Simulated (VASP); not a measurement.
# SiNi3 with SCAN: from relaxation to properties

What structure does SiNi3 take at this level, and what are its properties? The steps: magnetic order: ferromagnetic, magnetic order: antiferromagnetic within the cell, magnetic order: antiferromagnetic, q = (0, 0, 1/2), magnetic order: antiferromagnetic, q = (1/2, 1/2, 1/2), magnetic order: antiferromagnetic, q = (1/2, 1/2, 0), the orders side by side, relaxing cell and atoms (SCAN), second relaxation, single point with fields (SCAN), band structure (SCAN) and density of states (SCAN). Left out of this account: 1 further run (phonons: its modes failed a check). The start is a cell from a database of measured crystal structures.

Calculated with VASP 6.6.1; SCAN, spin-polarised from a ferromagnetic start; plane waves and PAW (Si, Ni), in the first sound run; inputs show where later runs differ.

Most raw output is cut from this account.

The database entry behind the starting cell differs from later determinations by our own check (an axis about 0.9 % long against later determinations), so it need not match the best structure at ambient conditions.

### Step 1. The structure

Symmetry: Pm-3m, No. 221, cubic system. Conventional cell: a = 3.542 Å, b = 3.542 Å, c = 3.542 Å, α = 90.00°, β = 90.00°, γ = 90.00°. Si has 12 Ni at 2.50 Å nearest. Ni has 4 Si at 2.50 Å and 8 Ni at 2.50 Å nearest. Farther neighbours are not listed.

### Step 2. Magnetic order: ferromagnetic

The properties of a magnet depend on its order, so a few collinear patterns are compared first on the cell as listed, beginning with all moments parallel. SCAN adds the kinetic-energy density; it is numerically more delicate than r2SCAN.

Contents of INCAR:

```
SYSTEM = SiNi3
PREC = Accurate
ENCUT = 400
EDIFF = 1E-06
NELM = 100
ISMEAR = 1
SIGMA = 0.2
LREAL = .FALSE.
ALGO = Normal
METAGGA = SCAN
LASPH = .TRUE.
NBANDS = 27
ISPIN = 2
MAGMOM = 0 1 1 1
LMAXMIX = 4
LORBIT = 11
LWAVE = .FALSE.
LCHARG = .FALSE.
KPAR = 8
ISIF = 2
```

Contents of POSCAR:

```
SiNi3
1.0
    3.5420000000      0.0000000000      0.0000000000
    0.0000000000      3.5420000000      0.0000000000
    0.0000000000      0.0000000000      3.5420000000
Si Ni
1 3
Direct
    0.0000000000      0.0000000000      0.0000000000
    0.0000000000      0.5000000000      0.5000000000
    0.5000000000      0.0000000000      0.5000000000
    0.5000000000      0.5000000000      0.0000000000
```

Contents of KPOINTS:

```
Automatic mesh
0
Gamma
6 6 6
0 0 0
```

Potentials, in the order of the species: Si and Ni (PBE family, release 64).

On the command line:

```bash
> mpirun -np 8 vasp_std
```

It took 21 s on 8 MPI ranks of Intel Xeon Platinum 8488C (Sapphire Rapids), shared host; peak memory 1.4 GiB; 2.1 min of CPU time.

The k-mesh is coarse for a metal. The PAW data sets were made with PBE, which is usual practice but a small mismatch for other functionals. At this level the cell is under a tension of 17.5 GPa, so at these settings it is away from equilibrium.

Numbers from this step:

```
SCF cycles                                        : 20
electrons                                         : 34
bands                                             : 27
irreducible k-points                              : 20
symmetry operations                               : 48
free energy (TOTEN)                               : -60.0376 eV
energy at zero smearing                           : -60.0403 eV
Fermi energy                                      : 9.994 eV
pressure                                          : -17.55 GPa
moment of the cell, from the last line of the log : 0 μB
metallic                                          : yes
```

Spin moment in the PAW sphere by atom:

| atom | spin moment in the PAW sphere (μB) |
| --- | --- |
| Si1 | 0.0000 |
| Ni2 | 0.0010 |
| Ni3 | 0.0010 |
| Ni4 | 0.0010 |

The moments fall under 0.1 μB, and the mesh shows no gap.

### Step 3. Magnetic order: antiferromagnetic within the cell

This step: SCAN, spin-polarised from a ferrimagnetic start; plane waves and PAW (Si, Ni) (VASP 6.6.1).

Next, a pattern with opposite moments.

INCAR: that of step 2 with these lines changed.

```diff
@@ -11,5 +11,5 @@
 LASPH = .TRUE.
-NBANDS = 27
+NBANDS = 26
 ISPIN = 2
-MAGMOM = 0 1 1 1
+MAGMOM = 0 1 -1 1
 LMAXMIX = 4
```

POSCAR is that of step 2.

KPOINTS is that of step 2.

On the command line:

```bash
> mpirun -np 8 vasp_std
```

Wall time 27 s (8 MPI ranks); peak memory 1.5 GiB.

At this level the cell is under a tension of 17.6 GPa, so at these settings it is away from equilibrium.

This step gave:

- SCF cycles: 19
- bands: 26
- irreducible k-points: 40
- symmetry operations: 16

The energy lies +0.0 meV an atom from the first pattern, a difference of sampling, since both runs hold the same state. The moments fall under 0.1 μB, and the mesh shows no gap.

### Step 4. Magnetic order: antiferromagnetic, q = (0, 0, 1/2)

This step: SCAN, spin-polarised from an antiferromagnetic start; plane waves and PAW (Si, Ni) (VASP 6.6.1).

System of this step: SiNi3. The structure is cubic, space group Pm-3m (No. 221). Conventional cell: a = 3.542 Å, b = 3.542 Å, c = 3.542 Å, α = 90.00°, β = 90.00°, γ = 90.00°. Nearest to Si lie 12 Ni at 2.50 Å. Nearest to Ni lie 8 Ni at 2.50 Å and 4 Si at 2.50 Å. Ni has 8 Ni at 2.50 Å and 4 Si at 2.50 Å nearest. Farther neighbours are not listed.

Next, a pattern with opposite moments, which needs a doubled cell; q is given in the reciprocal vectors of the primitive cell.

INCAR: that of step 3 with these lines changed.

```diff
@@ -11,5 +11,5 @@
 LASPH = .TRUE.
-NBANDS = 26
+NBANDS = 46
 ISPIN = 2
-MAGMOM = 0 1 -1 1
+MAGMOM = 0 0 1 -1 1 -1 1 -1
 LMAXMIX = 4
```

Contents of POSCAR:

```
SiNi3
1.0
    3.5420000000      0.0000000000      0.0000000000
    0.0000000000      3.5420000000      0.0000000000
    0.0000000000      0.0000000000      7.0840000000
Si Ni
2 6
Direct
    0.0000000000      0.0000000000      0.0000000000
    0.0000000000      0.0000000000      0.5000000000
    0.0000000000      0.5000000000      0.2500000000
    0.0000000000      0.5000000000      0.7500000000
    0.5000000000      0.0000000000      0.2500000000
    0.5000000000      0.0000000000      0.7500000000
    0.5000000000      0.5000000000      0.0000000000
    0.5000000000      0.5000000000      0.5000000000
```

Contents of KPOINTS:

```
Automatic mesh
0
Gamma
6 6 3
0 0 0
```

On the command line:

```bash
> mpirun -np 8 vasp_std
```

Run time: 55 s. Hardware: 8 MPI ranks; peak memory 2.1 GiB.

This step gave:

- electrons: 68
- bands: 46
- irreducible k-points: 20
- symmetry operations: 8
- free energy (TOTEN): -120.0753 eV
- energy at zero smearing: -120.0808 eV
- pressure: -17.51 GPa

Spin moment in the PAW sphere by atom:

| atom | spin moment in the PAW sphere (μB) |
| --- | --- |
| Si1 | 0.0000 |
| Si2 | 0.0000 |
| Ni3 | 0.0130 |
| Ni4 | -0.0130 |
| Ni5 | 0.0130 |
| Ni6 | -0.0130 |
| Ni7 | 0.0000 |
| Ni8 | 0.0000 |

The energy lies -0.0 meV an atom from the first pattern, a difference of sampling, since both runs hold the same state. The moments fall under 0.1 μB, and the mesh shows no gap.

### Step 5. Magnetic order: antiferromagnetic, q = (1/2, 1/2, 1/2)

INCAR is that of step 4.

Contents of POSCAR:

```
SiNi3
1.0
    7.0840000000      0.0000000000      0.0000000000
    3.5420000000      3.5420000000      0.0000000000
    3.5420000000      0.0000000000      3.5420000000
Si Ni
2 6
Direct
    0.0000000000      0.0000000000      0.0000000000
    0.5000000000      0.0000000000      0.0000000000
    0.5000000000      0.5000000000      0.5000000000
    0.0000000000      0.5000000000      0.5000000000
    0.0000000000      0.0000000000      0.5000000000
    0.5000000000      0.0000000000      0.5000000000
    0.0000000000      0.5000000000      0.0000000000
    0.5000000000      0.5000000000      0.0000000000
```

Contents of KPOINTS:

```
Automatic mesh
0
Gamma
6 6 6
0 0 0
```

On the command line:

```bash
> mpirun -np 8 vasp_std
```

It took 2.9 min on 8 MPI ranks; peak memory 3 GiB.

At this level the cell is under a tension of 17.4 GPa, so at these settings it is away from equilibrium.

Numbers from this step:

```yaml
scf_cycles: 21
irreducible_k_points: 32
symmetry_operations: 12
free_energy_toten: -120.0839 eV
energy_at_zero_smearing: -120.0871 eV
fermi_energy: 9.980 eV
pressure: -17.43 GPa
```

The energy lies -0.8 meV an atom from the first pattern, a difference of sampling, since both runs hold the same state. The moments fall under 0.1 μB, and the mesh shows no gap.

### Step 6. Magnetic order: antiferromagnetic, q = (1/2, 1/2, 0)

INCAR is that of step 5.

Contents of POSCAR:

```
SiNi3
1.0
    7.0840000000      0.0000000000      0.0000000000
    3.5420000000      3.5420000000      0.0000000000
    0.0000000000      0.0000000000      3.5420000000
Si Ni
2 6
Direct
    0.0000000000      0.0000000000      0.0000000000
    0.5000000000      0.0000000000      0.0000000000
    0.7500000000      0.5000000000      0.5000000000
    0.2500000000      0.5000000000      0.5000000000
    0.2500000000      0.0000000000      0.5000000000
    0.7500000000      0.0000000000      0.5000000000
    0.0000000000      0.5000000000      0.0000000000
    0.5000000000      0.5000000000      0.0000000000
```

KPOINTS is that of step 5.

On the command line:

```bash
> mpirun -np 8 vasp_std
```

Elapsed: 2.6 min, on 8 MPI ranks; peak memory 3.5 GiB; 17 min of CPU time.

At this level the cell is under a tension of 17.2 GPa, so at these settings it is away from equilibrium.

This step gave:

| Item | Value |
| --- | --- |
| SCF cycles | 20 |
| irreducible k-points | 64 |
| symmetry operations | 4 |
| free energy (TOTEN) | -120.0818 eV |
| energy at zero smearing | -120.0850 eV |
| Fermi energy | 9.987 eV |
| pressure | -17.25 GPa |

The energy lies -0.5 meV an atom from the first pattern, a difference of sampling, since both runs hold the same state. The moments fall under 0.1 μB, and the mesh shows no gap.

### Step 7. The orders side by side

This step: collinear orders at SCAN; plane waves and PAW (VASP 6.6.1).

Derived from the runs above.

Patterns, by row:

| start | atoms | energy less that of the first (meV/atom) | largest site moment (μB) | end state |
| --- | --- | --- | --- | --- |
| ferromagnetic | 4 | 0 | 0 | non-magnetic |
| antiferromagnetic within the cell | 4 | 0 | 0 | non-magnetic |
| antiferromagnetic, q = (0, 0, 1/2) | 8 | 0 | 0.01 | non-magnetic |
| antiferromagnetic, q = (1/2, 1/2, 1/2) | 8 | -0.8 | 0 | non-magnetic |
| antiferromagnetic, q = (1/2, 1/2, 0) | 8 | -0.5 | 0 | non-magnetic |

All patterns lost their moments. Runs that ended non-magnetic differ by up to 0.8 meV an atom among themselves, which is the error from the unlike meshes of the cells. The session goes on with moments started at or near zero.

### Step 8. Relaxing cell and atoms (SCAN)

This step: SCAN, zero-moment start; plane waves and PAW (Si, Ni) (VASP 6.6.1).

System of this step: SiNi3. The structure is cubic, space group Pm-3m (No. 221). Conventional cell: a = 3.542 Å, b = 3.542 Å, c = 3.542 Å, α = 90.00°, β = 90.00°, γ = 90.00°. Si has 12 Ni at 2.50 Å nearest. Ni has 4 Si at 2.50 Å and 8 Ni at 2.50 Å nearest. Farther neighbours are not listed.

Properties are meant for the cell that this level of theory prefers, so cell and atoms are relaxed first (ISIF = 3) until forces and stress are small; EDIFFG sets the threshold.

INCAR: that of step 6 with these lines changed.

```diff
@@ -11,5 +11,5 @@
 LASPH = .TRUE.
-NBANDS = 46
+NBANDS = 25
 ISPIN = 2
-MAGMOM = 0 0 1 -1 1 -1 1 -1
+MAGMOM = -0 0 0 0
 LMAXMIX = 4
@@ -19,2 +19,5 @@
 KPAR = 8
-ISIF = 2
+IBRION = 2
+NSW = 60
+ISIF = 3
+EDIFFG = -0.01
```

Contents of POSCAR:

```
SiNi3
1.0
    3.5420000000      0.0000000000      0.0000000000
    0.0000000000      3.5420000000      0.0000000000
    0.0000000000      0.0000000000      3.5420000000
Si Ni
1 3
Direct
    0.0000000000      0.0000000000      0.0000000000
    0.0000000000      0.5000000000      0.5000000000
    0.5000000000      0.0000000000      0.5000000000
    0.5000000000      0.5000000000      0.0000000000
```

KPOINTS is that of step 6.

On the command line:

```bash
> mpirun -np 8 vasp_std
```

Wall time 77 s (8 MPI ranks); peak memory 1.5 GiB; 10 min of CPU time.

This run allows spin, but its moments start at zero, where symmetry between the spins tends to hold them, although Ni can carry a moment. The run keeps the 48 symmetry operations of its start, so it cannot find a distortion of lower symmetry.

Step by step:

| step | energy less that of the first step (eV) | largest force (eV/Å) | pressure (GPa) | volume (Å³) |
| --- | --- | --- | --- | --- |
| 1 | 0.0000 | 0.0000 | -17.55 | 44.44 |
| 2 | 0.1226 | 0.0000 | 32.44 | 37.06 |
| 3 | -0.2236 | 0.0000 | 0.92 | 40.87 |
| 4 | -0.2231 | 0.0000 | -0.23 | 41.03 |
| 5 | -0.2234 | 0.0000 | 0.25 | 40.96 |
| 6 | -0.2230 | 0.0000 | -0.35 | 41.05 |
| 7 | -0.2233 | 0.0000 | 0.00 | 41.00 |

| conventional cell, symmetrised | before | after | change |
| --- | --- | --- | --- |
| a (Å) | 3.542 | 3.448 | -2.6 % |
| b (Å) | 3.542 | 3.448 | -2.6 % |
| c (Å) | 3.542 | 3.448 | -2.6 % |
| volume (Å³/atom) | 11.11 | 10.25 | -7.7 % |

The relaxed structure:

```xyz
4
Lattice="3.4482 0.0000 0.0000 0.0000 3.4482 0.0000 0.0000 0.0000 3.4482" Properties=species:S:1:pos:R:3 pbc="T T T"
Si    0.0000    0.0000    0.0000
Ni    0.0000    1.7241    1.7241
Ni    1.7241    0.0000    1.7241
Ni    1.7241    1.7241    0.0000
```

This step gave:

```
electrons                       : 34
bands                           : 25
irreducible k-points            : 20
symmetry operations             : 48
free energy (TOTEN)             : -60.2609 eV
energy at zero smearing         : -60.2636 eV
Fermi energy                    : 11.21 eV
pressure                        : 0.001900 GPa
SCF cycles over all ionic steps : 87
```

It ends with forces that vanish by symmetry and a pressure of 0.00 GPa.

### Step 9. Second relaxation

The basis stayed that of the start cell while the cell moved. A rerun from the cell reached resets it; the error of the finite cutoff stays.

INCAR is that of step 8.

Contents of POSCAR:

```
SiNi3
1.0
    3.4481692961      0.0000000000      0.0000000000
    0.0000000000      3.4481692961      0.0000000000
    0.0000000000      0.0000000000      3.4481692961
Si Ni
1 3
Direct
    0.0000000000      0.0000000000      0.0000000000
    0.0000000000      0.5000000000      0.5000000000
    0.5000000000      0.0000000000      0.5000000000
    0.5000000000      0.5000000000      0.0000000000
```

KPOINTS is that of step 8.

On the command line:

```bash
> mpirun -np 8 vasp_std
```

Run time: 33 s. Hardware: 8 MPI ranks; peak memory 1.4 GiB.

Little changed from the start: no atom moved by 0.005 Å and no cell edge by 0.1 %.

This step gave:

```
free energy (TOTEN)             : -60.2468 eV
energy at zero smearing         : -60.2495 eV
Fermi energy                    : 11.22 eV
pressure                        : 0.01476 GPa
SCF cycles over all ionic steps : 38
```

It ends with forces that vanish by symmetry and a pressure of 0.01 GPa. The volume moved by only 0.07 %, so the volume is settled.

### Step 10. Single point with fields (SCAN)

A single point on the relaxed cell gives a clean self-consistent state, with density, ELF and potential written out.

INCAR: that of step 9 with these lines changed.

```diff
@@ -17,7 +17,5 @@
 LWAVE = .FALSE.
-LCHARG = .FALSE.
-KPAR = 8
-IBRION = 2
-NSW = 60
-ISIF = 3
-EDIFFG = -0.01
+LCHARG = .TRUE.
+ISIF = 2
+LELF = .TRUE.
+LVHAR = .TRUE.
```

Contents of POSCAR:

```
SiNi3
1.0
    3.4473239300      0.0000000000      0.0000000000
    0.0000000000      3.4473239300      0.0000000000
    0.0000000000      0.0000000000      3.4473239300
Si Ni
1 3
Direct
    0.0000000000      0.0000000000      0.0000000000
    0.0000000000      0.5000000000      0.5000000000
    0.5000000000      0.0000000000      0.5000000000
    0.5000000000      0.5000000000      0.0000000000
```

KPOINTS is that of step 9.

On the command line:

```bash
> mpirun -np 8 vasp_std
```

The job ended after 13 s (8 MPI ranks; peak memory 0.9 GiB; 1.7 min of CPU time).

With spin, VASP writes an ELF for each channel.

This step gave:

```yaml
scf_cycles: 16
bands: 32
free_energy_toten: -60.2466 eV
energy_at_zero_smearing: -60.2493 eV
pressure: 0.01165 GPa
```

Valence electrons inside each PAW sphere by angular momentum. Sphere charges, by row:

| atom | s (e) | p (e) | d (e) | tot (e) |
| --- | --- | --- | --- | --- |
| Si1 | 0.723 | 0.839 | 0 | 1.562 |
| Ni2 | 0.524 | 0.653 | 8.436 | 9.613 |
| Ni3 | 0.524 | 0.653 | 8.436 | 9.613 |
| Ni4 | 0.524 | 0.653 | 8.436 | 9.613 |

Valence density in the ac plane at fractional y = 0.000, with atoms of Si and Ni within 0.2 Å of it. It is the smooth field of the valence electrons, not physical close to the nuclei.

Ten steps, logarithmic in the rise over the least value, from '_' (0 e/Å³) to '@' (13 e/Å³), each cell a mean:
```
..::------::::::::--------::
::----------::::------------
----------------------------
----------====++==----------
--------==++######++--------
::::----++##%%@@%%##==----::
::::----++%%@@@@@@##++--::::
::::----++##@@@@%%##==--::::
::------==**##%%##++==----::
----------==++++++==--------
----------------------------
::--------------------------
..::--------::::::--------::
__..::----::::::::------::..
```
Columns run along a (3.4 Å), rows up along c (3.4 Å). Atoms in or near the plane, at fractional coordinates: Si at (0.00, 0.00), Ni at (0.50, 0.50).

ELF of up spins in the ac plane at fractional y = 0.000, with atoms of Si and Ni within 0.2 Å of it. It is the smooth field of the valence electrons, not physical close to the nuclei.

Ten even steps from '_' (0.00) to '@' (0.60), each cell a mean:
```
..--**@@%%**==--++**%%%%++::
==**%%@@%%**==--==**%%@@%%++
%%@@@@@@##==------++##@@@@%%
%%@@%%##++==--::--==++##%%%%
******====::..__..::==++****
======--::..______..----==++
--------::__________::------
======--::________..----====
****++==--::____..::====****
%%%%%%**==--::::::==++##%%%%
%%@@@@%%**==------==##@@@@@@
++**@@@@%%++==--==**%%@@%%**
::--**@@%%**==--==**@@@@**--
..::++%%%%**==--==**%%%%==..
```
Columns run along a (3.4 Å), rows up along c (3.4 Å). Atoms in or near the plane, at fractional coordinates: Si at (0.00, 0.00), Ni at (0.50, 0.50).

Electrostatic potential energy in the ac plane at fractional y = 0.000, with atoms of Si and Ni within 0.2 Å of it. With pseudopotentials it is smooth inside the atoms' cores, unlike the true potential.

Ten even steps from '_' (-100 eV) to '@' (1 eV), each cell a mean:
```
__..==##@@@@@@@@@@@@@@##--__
::==**%%@@@@@@@@@@@@@@%%++--
**##%%@@@@@@@@@@@@@@@@@@%%##
@@@@@@@@@@%%%%%%%%@@@@@@@@@@
@@@@@@@@%%##++==++##@@@@@@@@
@@@@@@@@%%++::..::++%%@@@@@@
@@@@@@@@##==____..==%%@@@@@@
@@@@@@@@##==..__::++%%@@@@@@
@@@@@@@@%%##====++##%%@@@@@@
@@@@@@@@@@%%####%%%%@@@@@@@@
##%%%%@@@@@@@@@@@@@@@@@@%%##
--==**%%@@@@@@@@@@@@@@%%**==
__..==%%@@@@@@@@@@@@@@##==..
____--##@@@@@@@@@@@@@@**::__
```
Columns run along a (3.4 Å; values clipped at the 3rd and 97th percentile), rows up along c (3.4 Å). Atoms in or near the plane, at fractional coordinates: Si at (0.00, 0.00), Ni at (0.50, 0.50).

In this run the pressure is 0.01 GPa, small enough to go on.

(Part 1 of 2 ends here.)

[Lines on the potential files, build, host, timing and source positions are cut from VASP's logs without a mark.]

[Logs are printed without paths, hosts, clocks, repeated set-up lines and the standing remarks that a program may print on its own settings, such as how far it seeks lower states.]

[Hosts, paths, dates, database ids (printed as entryN), source tags and the programs' standing remarks are cut or masked in the printed files.]

[A measured line is paired with the nearest computed mode of its activity, which favours agreement.]
